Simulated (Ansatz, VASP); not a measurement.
## Cross-check of SiO2 (Stishovite) between VASP and Ansatz

One calculation is typed for both programs; each brings its own data sets. How far apart do they land? The two relaxations start from unlike cells of this crystal (the structure described is Ansatz's start), so only their ends are compared.

Calculated with Ansatz 0.2.0; plane waves, with VASP 6.6.1 beside it; relaxation of cell and atoms at RPBE.

## 1. Starting point

It takes space group P4_2/mnm (No. 136, tetragonal). Conventional cell: a = 4.177 Å, b = 4.177 Å, c = 2.665 Å, α = 90.00°, β = 90.00°, γ = 90.00°. Nearest to Si lie 6 O at 1.76 to 1.81 Å. Nearest to O lie 3 Si at 1.76 to 1.81 Å. Farther neighbours and most contacts between anions are not listed.

## 2. Ansatz: relaxation of cell and atoms, RPBE

Ansatz runs on its default PAW (the set named soft_2) files.

The relaxed volume is the usual yardstick between codes: in a stiff, nearly cubic crystal its relative difference is about their pressure difference at one cell divided by the bulk modulus.

File input.yaml:

```yaml
crystal:
  lattice:
    - [4.1773, 0.0, 0.0]
    - [0.0, 4.1773, 0.0]
    - [0.0, 0.0, 2.6652]
  atoms:
    - { symbol: Si, position: [0.0, 0.0, 0.0] }
    - { symbol: Si, position: [0.5, 0.5, 0.5] }
    - { symbol: O, position: [0.3059, 0.3059, 0.0] }
    - { symbol: O, position: [0.1941, 0.8059, 0.5] }
    - { symbol: O, position: [0.6941, 0.6941, 0.0] }
    - { symbol: O, position: [0.8059, 0.1941, 0.5] }
kpoints:
  mp_grid: { grid: [6, 6, 8] }
hamiltonian:
  xc: rpbe
scf:
  occupations: { method: gaussian, width: 0.02 }
output:
  forces: true
  stress: true
  eigenvalues: true
  write_density: true
  write_potential: true
  elf: true
  volumetric_format: npy
relax:
  adjacent_minimum: "off"
  f_tol: 0.005
  max_steps: 60
  cell: { stress_tol: 0.03 }
```

Started as:

```console
$ ansatz run input.yaml --threads 8 --pin off --max-ram 16384MiB --backend cpu --events-out ev --progress --plain --runs-dir out
```

Numbers of over 12 decimals in the logs are rounded to 6 here.

Output:

```text
Engine: ansatz 0.2.0, aarch64-unknown-linux-gnu
Pseudopotentials: kind: paw
Pseudopotential: Si, paw, valence charge 4, recommended cutoff 420 eV (normal), Si.paw.azcp
Pseudopotential: O, paw, valence charge 6, recommended cutoff 420 eV (normal), O.paw.azcp
Functional definition: RPBE
  parameter kappa = 0.804
  parameter beta = 0.066725
  exchange = rpbe_x(kappa = kappa, mu = beta*pi^2/3)
  correlation = pbe_c(beta = beta)
Crystal: 6 atoms, lattice volume = 46.507 Å³
Basis set: ecut = 420 eV, 913 PW (Γ), exchange–correlation on 60×60×36 points (8 copies of the dense FFT grid, shifted against one another)
Bands: 22, of which v1, the nominal top of the filled ones, is band 16 counted from 1 (15 counted from 0)
Symmetry: 16 space group operations
Space group: P42/mnm (ITA 136), of the structure as read, at distance tolerance 3.6e-5 Å
k-points: 50 of 288
Non-local potential: Si, projectors of the file, l = 0: 2, l = 1: 2, l = 2: 2
Non-local potential: O, projectors of the file, l = 0: 2, l = 1: 2, l = 2: 1
PAW form: soft (Blöchl's): semilocal exchange-correlation on the pseudo side does not see the compensation charge
PAW frozen core: Si, regenerated for the run's functional, and the local potential with it (the file was generated under x = pbe(κ = 0.804, μ = 0.219515), c = pbe(β = 0.066725))
PAW frozen core: O, regenerated for the run's functional, and the local potential with it (the file was generated under x = pbe(κ = 0.804, μ = 0.219515), c = pbe(β = 0.066725))
PAW one-centre angular grid: Si, 110 points (default); XC on 64 Gauss nodes
PAW one-centre angular grid: O, 110 points (default); XC on 64 Gauss nodes
Initial density: superposition of atomic densities (neutral atoms: chi_scale 0, normalization atom), corrected by the library's trained network
Initial wavefunctions: pseudopotential atomic-orbital guess
Functional: x = rpbe, c = pbe(β = 0.066725)
SCF iter   1: F=—  HF=-3559.580207 eV  |F-HF|=—  |Δ(HF+E_count)|=         —  Δρ=5.41e-3  dr2=1.02e-2  ethr=1.77e-3  ⟨swp⟩=6.3  Hψ=6064  notcnv=0
preconditioner: auto → none  [insulator: Δε(μ)=5.747 eV  Ē_g=18.985 eV  σ=0.020 eV  W_gap=1.00  n_scr=10 (ndim 8)  ℏωp=30.8 eV  f_vac=0.000  D(μ)=0.00/eV (n_scr^D=0)  ε∞_Penn≈3.6]
SCF iter   2: F=—  HF=-3559.579673 eV  |F-HF|=—  |Δ(HF+E_count)|=   5.34e-4  Δρ=2.84e-3  dr2=1.16e-3  ethr=3.19e-5  ⟨swp⟩=2.1  Hψ=2458  notcnv=0  defer=86
SCF iter   3: F=—  HF=-3559.579681 eV  |F-HF|=—  |Δ(HF+E_count)|=   8.33e-6  Δρ=1.13e-3  dr2=2.15e-4  ethr=3.62e-6  ⟨swp⟩=2.0  Hψ=1729  notcnv=0  defer=86
SCF iter   4: F=—  HF=-3559.579822 eV  |F-HF|=—  |Δ(HF+E_count)|=   1.41e-4  Δρ=3.28e-4  dr2=2.12e-5  ethr=6.72e-7  ⟨swp⟩=2.6  Hψ=1865  notcnv=0  defer=86
SCF iter   5: F=—  HF=-3559.579716 eV  |F-HF|=—  |Δ(HF+E_count)|=   1.06e-4  Δρ=4.95e-5  dr2=5.62e-7  ethr=6.64e-8  ⟨swp⟩=2.7  Hψ=1931  notcnv=0  defer=86
SCF iter   6: F=-3559.579717 eV  HF=-3559.579717 eV  |F-HF|=6.22e-9  |Δ(HF+E_count)|=   5.32e-7  Δρ=4.24e-6  dr2=3.63e-9  ethr=3.13e-10  ⟨swp⟩=13.0  Hψ=8437  notcnv=0
SCF 1 converged in 6 iterations: F = -3559.579717 eV  dr2 = 3.63e-9
  greatest PAW one-centre occupation: 0.864 electrons in one spin orbital (limit 2), on the O atom at site 5 (counted from 0), in its partial waves of l = 0
relax step   1: F+E_penalty+E_count = -3559.57971679 eV  Δ(F+E_penalty+E_count) = +0.000e0 eV  max|allowed force component| = 9.025e-2 eV/Å  Δτ_max = 0.0000 Å  P = +17.019 GPa  Ω = 46.507 Å³  (6 SCF iters, dr2 threshold 1.00e-7 eV, accepted)
[...]
relax step   7: F+E_penalty+E_count = -3559.71546292 eV  Δ(F+E_penalty+E_count) = -2.106e-2 eV  max|allowed force component| = 1.009e-3 eV/Å  Δτ_max = 0.0000 Å  P = +0.781 GPa  Ω = 49.136 Å³  stress off target by 8.79e-1 GPa  SCF on the basis re-selected at this cell (its energy is not comparable with the rows above)  (6 SCF iters)
[...]
relax step   8: F+E_penalty+E_count = -3559.71500413 eV  Δ(F+E_penalty+E_count) = +4.588e-4 eV  max|allowed force component| = 7.650e-5 eV/Å  Δτ_max = 0.0011 Å  P = +0.047 GPa  Ω = 49.294 Å³  energy of the carried Pulay correction = -9.119e-4 eV  (5 SCF iters, dr2 threshold 6.00e-7 eV, accepted)
[...]
relax step   9: F+E_penalty+E_count = -3559.71494882 eV  Δ(F+E_penalty+E_count) = +5.531e-5 eV  max|allowed force component| = 2.949e-6 eV/Å  Δτ_max = 0.0001 Å  P = +0.001 GPa  Ω = 49.304 Å³  energy of the carried Pulay correction = -9.687e-4 eV  (4 SCF iters, dr2 threshold 5.97e-9 eV, accepted)
[...]
relax step  10: F+E_penalty+E_count = -3559.71612804 eV  Δ(F+E_penalty+E_count) = -1.179e-3 eV  max|allowed force component| = 7.585e-5 eV/Å  Δτ_max = 0.0000 Å  P = +0.017 GPa  Ω = 49.304 Å³  stress off target by 2.52e-2 GPa  SCF on the basis re-selected at this cell (its energy is not comparable with the rows above)  (5 SCF iters)
basis re-selected at this cell: Δ(F+E_penalty+E_count) = -1.179e-3 eV, ΔP = +0.017 GPa vs the last step (what re-selecting the basis moved, of the pressure what is left beyond the Pulay correction that the steps carried, after the strain that the cell walked since its last selection, with what the two solves' SCF thresholds leave and, on support functions, any second-order correction that the steps lacked; it is no m [...]
SCF converged after 5 iterations
Free energy (F): -3559.716128 eV
Harris-Foulkes:  -3559.716128 eV  (|F-HF|=2.59e-11)
Internal energy: -3559.716128 eV  (E = F + TS)
E sigma→0 (E₀):  -3559.716128 eV
Fermi energy:    12.182563 eV
--- Per-component energies (eV) ---
  E_band       = 48.930577
  E_kinetic    = 809.473970
  E_local      = -1259.093290  (includes V_loc(G=0)·N_el)
  E_nonlocal   = 230.614440
  E_hartree    = 447.338724
  E_xc         = -411.977732
  E_vxc        = -478.187348  (∫ρ·V_xc dr)
  E_paw        = -1671.989566  (= ΣΔE_a)
  E_vpaw       = -148.564847  (= ΣTr[D̂ρ^β])
  E_aug_tail   = 0.010199  (compensation charges beyond the density's cutoff)
  E_ewald      = -1703.961302
  E_core_change = -0.131572  (= ΣΔE_core)
  E_smearing   = -0.000000  (= −TS)
  E_closure    = 0.000000  (closes the sum)
  Σ components = -3559.716128   (vs F -3559.716128, Δ=0.00e0)
--- Forces (eV/Å), atoms counted from 1 ---
  atom   1  Si     0.00000000    -0.00000000     0.00000000
  atom   2  Si    -0.00000000     0.00000000     0.00000000
  atom   3  O     -0.00007585    -0.00007585     0.00000000
  atom   4  O      0.00007585    -0.00007585     0.00000000
  atom   5  O      0.00007585     0.00007585    -0.00000000
  atom   6  O     -0.00007585     0.00007585    -0.00000000
  max |Σ_I F_I| component: 2.60e-18 eV/Å
--- Stress (GPa, compression-positive) ---
        0.025187      -0.000000       0.000000
       -0.000000       0.025187       0.000000
        0.000000       0.000000       0.001289
  P = ⅓ Tr σ = 0.0172 GPa (0.172 kbar)
--- Band table (eV; the first three rows and the last of 50) ---
  k-point 0: bands = [... 12 lower, 7.3084, 8.9520, 8.9520, 9.7758, 14.5894, 16.4946, 18.1065, 18.1065, ... 2 higher]
  k-point 1: bands = [... 12 lower, 6.5611, 8.8163, 8.8163, 9.6167, 15.3489, 17.5006, 18.9520, 18.9520, ... 2 higher]
  k-point 2: bands = [... 12 lower, 5.4452, 8.3808, 8.3808, 9.1043, 16.5956, 19.2430, 19.8794, 20.6838, ... 2 higher]
  k-point 49: bands = [... 12 lower, 8.0718, 8.0718, 8.3643, 8.3643, 16.5143, 16.5143, 20.4028, 20.4028, ... 2 higher]
--- Relaxed structure (8 steps of the walk, 8 accepted, 2 SCFs on fresh bases) ---
  F+E_penalty+E_count = -3559.71612804 eV   max|allowed force component| = 7.585e-5 eV/Å   (the final SCF, on the basis selected at the relaxed cell)
  cell:  # Å, volume = 49.3041 Å³
    - [4.273563, 0, 0]
    - [0, 4.273563, 0]
    - [0, 0, 2.699619]
  atoms:
    - { symbol: Si, position: [0, 0, 0] }
    - { symbol: Si, position: [0.5, 0.5, 0.500000] }
    - { symbol: O, position: [0.307770, 0.307770, 0] }
    - { symbol: O, position: [0.192230, 0.807770, 0.500000] }
    - { symbol: O, position: [0.692230, 0.692230, 0] }
    - { symbol: O, position: [0.807770, 0.192230, 0.500000] }
```

The column dr2 measures how far the density is from self-consistency, as an energy; F and HF (Harris–Foulkes) agree once it is small.

## 3. VASP: relaxation of cell and atoms, RPBE

Its own start cell and the same functional, mesh and smearing now go to VASP, with its own data sets.

Lines of VASP's logs that name or quote its potential files are left out, and so is its time.

File INCAR:

```
SYSTEM = SiO2
PREC = Accurate
ENCUT = 600
EDIFF = 1E-07
NELM = 120
ISMEAR = 0
SIGMA = 0.02
LREAL = .FALSE.
ALGO = Normal
GGA = RP
NBANDS = 22
LORBIT = 11
LWAVE = .FALSE.
LCHARG = .FALSE.
ISIF = 3
IBRION = 2
NSW = 80
EDIFFG = -0.005
LASPH = .TRUE.
GGA_COMPAT = .FALSE.
NELMIN = 4
EFERMI = MIDGAP
KPAR = 2
```

File POSCAR:

```
SiO2
1.0
    4.2650783314      0.0000000000      0.0000000000
    0.0000000000      4.2650783314      0.0000000000
    0.0000000000      0.0000000000      2.6994902743
Si O
2 4
Direct
    0.0000000000      0.0000000000      0.0000000000
    0.5000000000      0.5000000000      0.5000000000
    0.3074953902      0.3074953902      0.0000000000
    0.1925046098      0.8074953902      0.5000000000
    0.6925046098      0.6925046098      0.0000000000
    0.8074953902      0.1925046098      0.5000000000
```

File KPOINTS:

```
Automatic mesh
0
Gamma
6 6 8
0 0 0
```

PAW data sets: Si and O (PBE family, release 64).

Started as:

```console
$ mpirun -np 2 vasp_std
```

Output:

```text
[banner, memory and clock lines left out]
running    2 mpi-ranks, on    1 nodes
 distrk:  each k-point on    1 cores,    2 groups
 distr:  one band on    1 cores,    1 groups

 POSCAR found type information on POSCAR SiO
 POSCAR found :  2 types and       6 ions
|                                                                             |
|               ----> ADVICE to this user running VASP <----                  |
|                                                                             |
|     You enforced a specific xc type in the INCAR file but a different       |
|     [... a line on the potential file left out ...]
|     I HOPE YOU KNOW WHAT YOU ARE DOING!                                     |
|                                                                             |

 LDA part: xc-table for (Slater+PW92), standard interpolation
 POSCAR, INCAR and KPOINTS ok, starting setup
 FFT: planning ... GRIDC
 FFT: planning ... GRID_SOFT
 FFT: planning ... GRID
 WAVECAR not read
 entering main loop
       N       E                     dE             d eps       ncg     rms          rms(c)
DAV:   1     0.174570897993E+03    0.17457E+03   -0.19427E+04  2216   0.156E+03
DAV:   2    -0.401181390817E+02   -0.21469E+03   -0.20510E+03  2958   0.319E+02
DAV:   3    -0.482528220327E+02   -0.81347E+01   -0.81034E+01  2788   0.630E+01
DAV:   4    -0.483134757869E+02   -0.60654E-01   -0.60629E-01  2728   0.626E+00
DAV:   5    -0.483140531926E+02   -0.57741E-03   -0.57735E-03  2740   0.593E-01    0.174E+01
DAV:   6    -0.437961955646E+02    0.45179E+01   -0.15969E+01  2536   0.273E+01    0.815E+00
DAV:   7    -0.438518124853E+02   -0.55617E-01   -0.56111E-01  2644   0.496E+00    0.300E+00
DAV:   8    -0.438823937271E+02   -0.30581E-01   -0.26465E-02  2590   0.150E+00    0.114E+00
DAV:   9    -0.438960797378E+02   -0.13686E-01   -0.15996E-02  2638   0.117E+00    0.328E-01
DAV:  10    -0.438966579883E+02   -0.57825E-03   -0.17037E-03  2680   0.322E-01    0.691E-02
DAV:  11    -0.438965760557E+02    0.81933E-04   -0.36105E-04  2686   0.137E-01    0.740E-03
DAV:  12    -0.438965813691E+02   -0.53134E-05   -0.15316E-05  2650   0.307E-02    0.782E-03
DAV:  13    -0.438965815990E+02   -0.22994E-06   -0.19480E-06  2716   0.106E-02    0.502E-03
DAV:  14    -0.438965817447E+02   -0.14569E-06   -0.17188E-07  2126   0.329E-03    0.173E-03
DAV:  15    -0.438965817811E+02   -0.36392E-07   -0.18344E-08  1622   0.110E-03
   1 F= -.43896582E+02 E0= -.43896582E+02  d E =-.438966E+02
 curvature:   0.00 expect dE= 0.000E+00 dE for cont linesearch  0.000E+00
 trial: gam= 0.00000 g(F)=  0.678E-07 g(S)=  0.233E-04 ort = 0.000E+00 (trialstep = 0.100E+01)
 search vector abs. value=  0.233E-04
 bond charge predicted
       N       E                     dE             d eps       ncg     rms          rms(c)
DAV:   1    -0.438966625706E+02   -0.80826E-04   -0.19970E-03  2632   0.378E-01    0.746E-02
DAV:   2    -0.438965841399E+02    0.78431E-04   -0.26239E-04  2572   0.120E-01    0.153E-02
DAV:   3    -0.438965818132E+02    0.23268E-05   -0.12626E-05  2566   0.244E-02    0.712E-03
DAV:   4    -0.438965812396E+02    0.57355E-06   -0.69922E-07  2590   0.645E-03    0.244E-03
DAV:   5    -0.438965813655E+02   -0.12591E-06   -0.12723E-07  1634   0.259E-03    0.787E-04
DAV:   6    -0.438965815534E+02   -0.18782E-06   -0.17597E-08  1268   0.112E-03    0.339E-04
DAV:   7    -0.438965816024E+02   -0.49072E-07   -0.23366E-09  1274   0.385E-04
   2 F= -.43896582E+02 E0= -.43896582E+02  d E =0.178678E-06
 trial-energy change:    0.000000  1 .order    0.000001   -0.000023    0.000026
 step:   0.5081(harm=  0.4730)  dis= 0.00001  next Energy=   -43.896588 (dE=-0.608E-05)
 bond charge predicted
       N       E                     dE             d eps       ncg     rms          rms(c)
DAV:   1    -0.438966087181E+02   -0.27165E-04   -0.48393E-04  2626   0.186E-01    0.368E-02
DAV:   2    -0.438965888136E+02    0.19905E-04   -0.63624E-05  2548   0.591E-02    0.752E-03
DAV:   3    -0.438965883060E+02    0.50757E-06   -0.30516E-06  2530   0.120E-02    0.352E-03
DAV:   4    -0.438965880572E+02    0.24881E-06   -0.15350E-07  1700   0.317E-03    0.121E-03
DAV:   5    -0.438965879338E+02    0.12338E-06   -0.41057E-08  1262   0.159E-03    0.491E-04
DAV:   6    -0.438965878685E+02    0.65286E-07   -0.37332E-09  1220   0.530E-04
   3 F= -.43896588E+02 E0= -.43896588E+02  d E =-.608741E-05
 curvature:  -0.24 expect dE=-0.527E-06 dE for cont linesearch -0.413E-07
 trial: gam= 0.18261 g(F)=  0.142E-05 g(S)=  0.819E-06 ort =-0.202E-05 (trialstep = 0.902E+00)
 search vector abs. value=  0.228E-05
 reached required accuracy - stopping structural energy minimisation
```

[end of part 1 of 2]

[Lines on the potential files, build, host, timing and source positions are cut from VASP's logs without a mark.]

[Logs are printed without paths, hosts, clocks, repeated set-up lines and the standing remarks that a program may print on its own settings, such as how far it seeks lower states.]

[Hosts, paths, dates, database ids (printed as entryN), source tags and the programs' standing remarks are cut or masked in the printed files.]
